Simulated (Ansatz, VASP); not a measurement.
# Lu2CCl2: VASP beside Ansatz, part 2 of 2

One calculation is typed for both programs; each brings its own data sets and cutoff. How far apart do they land?

VASP 6.6.1 and Ansatz 0.2.0.

So far: Starting point; Ansatz: band structure, LDA; VASP: band structure, LDA.

## Step 3: VASP: band structure, LDA (continued)

Level of this step: LDA; plane waves and PAW (Lu, Cl_GW, C_GW) (VASP).

Numbers of over 12 decimals in the logs are rounded to 6 here.

Parts of OUTCAR (step 3):

```text
ion  position               nearest neighbor table
   1  0.120  0.120  0.120-   5 2.43   5 2.43   5 2.43   3 2.66   3 2.66   3 2.66   2 3.28   2 3.28
                             2 3.28
   2  0.880  0.880  0.880-   5 2.43   5 2.43   5 2.43   4 2.66   4 2.66   4 2.66   1 3.28   1 3.28
                             1 3.28
   3  0.726  0.726  0.726-   1 2.66   1 2.66   1 2.66
   4  0.274  0.274  0.274-   2 2.66   2 2.66   2 2.66
   5  0.500  0.500  0.500-   1 2.43   2 2.43   1 2.43   1 2.43   2 2.43   2 2.43

  LATTYP: Found a trigonal (rhomboedric) cell.
 ALAT       =     9.3839491037
 COS(alpha) =     0.9269503065

 Subroutine GETGRP returns: Found 12 space group operations
 (whereof 12 operations were pure point group operations)

The static configuration has the point symmetry D_3d.

 Found     13 irreducible k-points:

   k-points           NKPTS =     13   k-points in BZ     NKDIM =     13   number of bands    NBANDS=     42

   dimension x,y,z NGX =    64 NGY =   64 NGZ =   64
   dimension x,y,z NGXF=   128 NGYF=  128 NGZF=  128

   ENCUT  =  440.0 eV  32.34 Ry    5.69 a.u.  16.05 16.05 16.05*2*pi/ulx,y,z

   NELECT =      68.0000    total number of electrons

 k-points in reciprocal lattice and weights: Automatic mesh
   0.00000000  0.00000000  0.00000000       0.016
   0.25000000  0.00000000 -0.00000000       0.094
   0.50000000  0.00000000 -0.00000000       0.047
   0.25000000  0.25000000 -0.00000000       0.094
   0.50000000  0.25000000 -0.00000000       0.188
  -0.25000000  0.25000000  0.00000000       0.094
   0.50000000  0.50000000 -0.00000000       0.047
   0.25000000  0.25000000  0.25000000       0.031
   0.50000000  0.25000000  0.25000000       0.094
  -0.25000000  0.25000000  0.25000000       0.094
   0.50000000  0.50000000  0.25000000       0.094
  -0.25000000  0.50000000  0.25000000       0.094
   0.50000000  0.50000000  0.50000000       0.016

 average (electrostatic) potential at core
       1 -33.8174       2 -33.8174       3 -84.1683       4 -84.1683       5 -50.0886

 E-fermi :   2.1516

 k-point     1 :       0.0000    0.0000    0.0000
  band No.  band energies     occupation
    ...
     30      -0.7564      2.00000
     31      -0.7564      2.00000
     32       1.2423      2.00000
     33       1.9847      2.00000
     34       1.9847      2.00000
     35       5.0206      0.00000
     36       5.0206      0.00000
     37       5.4639      0.00000
     38       5.8902      0.00000
     39       6.1081      0.00000
    ...

 k-point     2 :       0.2500    0.0000   -0.0000
  band No.  band energies     occupation
    ...
     30      -1.0669      2.00000
     31      -0.9066      2.00000
     32       0.8956      2.00000
     33       1.1698      2.00000
     34       1.8009      2.00000
     35       3.6541      0.00000
     36       5.9249      0.00000
     37       6.2368      0.00000
     38       6.6525      0.00000
     39       7.2052      0.00000
    ...

 k-point     3 :       0.5000    0.0000   -0.0000
  band No.  band energies     occupation
    ...
     30      -1.2154      2.00000
     31      -1.1174      2.00000
     32       0.3486      2.00000
     33       1.5086      2.00000
     34       1.8649      2.00000
     35       2.7613      0.00000
     36       6.2043      0.00000
     37       7.6076      0.00000
     38       8.0391      0.00000
     39       8.0823      0.00000
    ...

  Total       -1.9483805     -1.9483805     -0.3940691      0.0000000      0.0000000      0.0000000
  in kB      -30.6118528    -30.6118528     -6.1913907      0.0000000      0.0000000      0.0000000
  external PRESSURE =     -22.4716988 kB  Pullay stress =       0.0000000 kB

  energy-cutoff  :      440.00
  volume of cell :      101.98
      direct lattice vectors                 reciprocal lattice vectors
     1.793411065  1.035426361  9.152599073     0.278798325  0.160964288  0.036419527
    -1.793411065  1.035426361  9.152599073    -0.278798325  0.160964288  0.036419527
     0.000000000 -2.070852722  9.152599073     0.000000000 -0.321928575  0.036419527

 POSITION                                       TOTAL-FORCE (eV/Angst)
 -----------------------------------------------------------------------------------
      0.00000     -0.00000      3.30707         0.000000     -0.000000      0.106812
      0.00000     -0.00000     24.15072         0.000000      0.000000     -0.106812
      0.00000     -0.00000     19.94112         0.000000      0.000000     -0.119544
      0.00000     -0.00000      7.51668         0.000000     -0.000000      0.119544
      0.00000     -0.00000     13.72890        -0.000000     -0.000000     -0.000000
 -----------------------------------------------------------------------------------
    total drift:                               -0.000000     -0.000000      0.000000

  FREE ENERGIE OF THE ION-ELECTRON SYSTEM (eV)
  ---------------------------------------------------
  free  energy   TOTEN  =       -32.9571049223 eV

  energy  without entropy=      -32.9571049223  energy(sigma->0) =      -32.95710492

 total charge
# of ion       s       p       d       f       tot
--------------------------------------------------
    1        2.246   6.128   0.947  14.035  23.356
    2        2.246   6.128   0.947  14.035  23.356
    3        1.575   3.485   0.021   0.000   5.081
    4        1.575   3.485   0.021   0.000   5.081
    5        0.828   1.455   0.000   0.000   2.283
--------------------------------------------------
tot          8.469  20.682   1.936  28.071  59.158

[... 3 further parts left out ...]
```

The run ends at a pressure of -2.25 GPa, with forces up to 0.12 eV/Å.

## Step 4: Comparison

Known differences besides the potentials themselves: the two LDA forms differ slightly; the cutoff is 420 eV in Ansatz and 440 eV in VASP; Ansatz makes its cores anew for this functional, VASP keeps those of its PBE data sets; VASP's log shows a relativistic correction to its local exchange, Ansatz's none. Total energies have different zeros and are not compared.

Compared:

```
                     quantity  Ansatz   VASP  difference
gap over the path points (eV)   0.792  0.777      +0.015
```

Forces (eV/Å; atoms numbered as in POSCAR):

```
atom        Ansatz x, y, z          VASP x, y, z
 Lu1   0.000, 0.000, 0.148   0.000, 0.000, 0.107
 Lu2  0.000, 0.000, -0.148  0.000, 0.000, -0.107
 Cl3  0.000, 0.000, -0.060  0.000, 0.000, -0.120
 Cl4   0.000, 0.000, 0.060   0.000, 0.000, 0.120
  C5   0.000, 0.000, 0.000   0.000, 0.000, 0.000
```

Levels at points of the path, from each program's valence-band top (eV; 4 filled, then empty):

```
k (reciprocal lattice)                                  Ansatz                                    VASP
     0.000 0.000 0.000    -2.75 -0.75 0.00 0.00 3.05 3.05 3.49    -2.74 -0.74 0.00 0.00 3.04 3.04 3.48
     0.136 0.000 0.000  -2.80 -0.78 -0.57 -0.11 2.45 3.46 3.63  -2.79 -0.77 -0.57 -0.11 2.43 3.44 3.62
     0.318 0.000 0.000  -2.98 -1.32 -0.77 -0.18 1.29 4.23 4.63  -2.98 -1.30 -0.76 -0.17 1.27 4.23 4.62
     0.500 0.000 0.000  -3.11 -1.66 -0.48 -0.13 0.79 4.22 5.60  -3.10 -1.64 -0.48 -0.12 0.78 4.22 5.62
    0.500 0.032 -0.032  -3.16 -1.66 -0.48 -0.32 1.03 4.34 5.42  -3.15 -1.63 -0.47 -0.31 1.02 4.33 5.42
    0.500 0.096 -0.096  -3.30 -1.62 -0.95 -0.44 2.09 4.61 4.93  -3.29 -1.60 -0.94 -0.43 2.08 4.61 4.93
    0.500 0.159 -0.159  -3.36 -1.46 -1.37 -0.40 3.47 3.88 3.96  -3.35 -1.44 -1.35 -0.39 3.46 3.88 3.96
     0.795 0.500 0.205  -3.35 -1.53 -1.23 -0.42 3.30 3.33 4.78  -3.34 -1.51 -1.21 -0.41 3.29 3.32 4.77
     0.677 0.500 0.323  -3.02 -1.19 -0.76 -0.54 2.28 2.91 5.16  -3.01 -1.18 -0.76 -0.54 2.27 2.90 5.15
     0.559 0.500 0.441  -2.75 -1.09 -0.30 -0.09 2.73 3.15 3.73  -2.74 -1.08 -0.30 -0.09 2.72 3.14 3.72
```

The forces differ by 26 meV/Å r.m.s., which is 45.0 % of the r.m.s. force of 0.06 eV/Å (both taken over all components). Among the levels compared at these points, filled levels agree within 23 meV and empty ones within 19 meV. Not compared: the pressure (VASP's GW data sets at this cutoff don't carry it).

## Step 5: Further runs

Further runs change the set-up of one program: Ansatz's method, potentials or start, or VASP's data sets, cutoff or form of LDA. The table gives Ansatz less VASP for each quantity, since a change that brings one quantity closer may part another.

```
                                    run  r.m.s. force difference (meV/Å)  gap over the path points (eV)
                               as above                               26                          0.015
                   cores kept as stored                               25                          0.012
      Ansatz's all-electron LAPW method                               26                          0.015
Ansatz's larger PAW set (cutoff 900 eV)                               25                          0.015
```

## Step 6: Summary of results

```
r.m.s. force difference (band structure, LDA) : 26 meV/Å
```

**Reading.** The r.m.s. force difference is 26 meV/Å (band structure, LDA), beyond the 12 meV/Å picked in this series as the mark of a large difference. For band structure, LDA, no further run moves any of the tabulated differences by more than a quarter of its size. 1 further run of this series is not shown here. Such differences can come from data sets, numerical settings and the points named under the comparisons, not from the functional's error against experiment.

[Lines on the potential files, build, host, timing and source positions are cut from VASP's logs without a mark.]

[Logs are printed without paths, hosts, clocks, repeated set-up lines and the standing remarks that a program may print on its own settings, such as how far it seeks lower states.]

[Hosts, paths, dates, database ids (printed as entryN), source tags and the programs' standing remarks are cut or masked in the printed files.]
